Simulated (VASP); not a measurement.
Set up this calculation in VASP 6.6.1, as the native input.

```
Task                   : single point
Functional             : PBE
Potentials or basis    : VASP PAW PBE potentials, release 64 (Lu, Al, N)
Cutoff                 : 520 eV
k mesh                 : 3 × 3 × 4
Occupations            : gaussian, width 0.05 eV
Spin                   : no spin polarisation
Further INCAR settings : PREC = Normal; LREAL = Auto; ALGO = Fast; EDIFF = 1e-05; NBANDS = 68
```

The structure of LuAl3N4 lies in POSCAR:

```
LuAl3N4
1.0
    6.5856900000      0.0000000000      0.0000000000
    0.0000000000      5.6733900000      0.0000000000
    0.0000000000      0.0000000000      5.1455100000
Lu Al N
2 6 8
Direct
    0.5000000000      0.8374850000      0.9802620000
    0.0000000000      0.1625150000      0.4802620000
    0.5000000000      0.1863580000      0.4959160000
    0.0000000000      0.8136420000      0.9959160000
    0.7501810000      0.6596660000      0.4954470000
    0.2498190000      0.6596660000      0.4954470000
    0.2501810000      0.3403340000      0.9954470000
    0.7498190000      0.3403340000      0.9954470000
    0.5000000000      0.2105990000      0.8655550000
    0.0000000000      0.7894010000      0.3655550000
    0.7738930000      0.6502730000      0.8632110000
    0.2261070000      0.6502730000      0.8632110000
    0.5000000000      0.8453590000      0.4252080000
    0.2738930000      0.3497270000      0.3632110000
    0.7261070000      0.3497270000      0.3632110000
    0.0000000000      0.1546410000      0.9252080000
```

The cell was built by a generator and needn't be a form met in nature.

The input as run:

INCAR

```
PREC = Normal ; ENCUT = 520
EDIFF = 1E-5 ; ISMEAR = 0
SIGMA = 0.05 ; LREAL = Auto
LASPH = T ; NELM = 80
ALGO = Fast ; ISIF = 2
LWAVE = F ; LCHARG = F
GGA = PE ; NBANDS = 68
```

KPOINTS

```
regular mesh
0
Gamma
  3 3 4
```

Potentials or basis: VASP PAW PBE potentials, release 64 (Lu, Al, N).

The run is started by

```bash
$ cat potpaw_PBE.64/Lu/POTCAR potpaw_PBE.64/Al/POTCAR potpaw_PBE.64/N/POTCAR > POTCAR
$ mpirun -np 1 vasp_std > vasp.out
```

Results of the run:

```json
{
 "Pressure": "-0.1 GPa",
 "Largest force": "0.005 eV/Å",
 "Band gap on the k mesh": "3.21 eV, indirect (least direct gap 3.23 eV)"
}
```

Caveat: spin-orbit coupling is left out, which moves the levels of the heavy elements; an odd mesh through Γ misses points on the zone boundary, where band edges often lie.

It took 13 min on 1 thread of AMD EPYC 7R43 64-Core Processor (Zen 3) (shared host), peak memory 0.22 GiB.
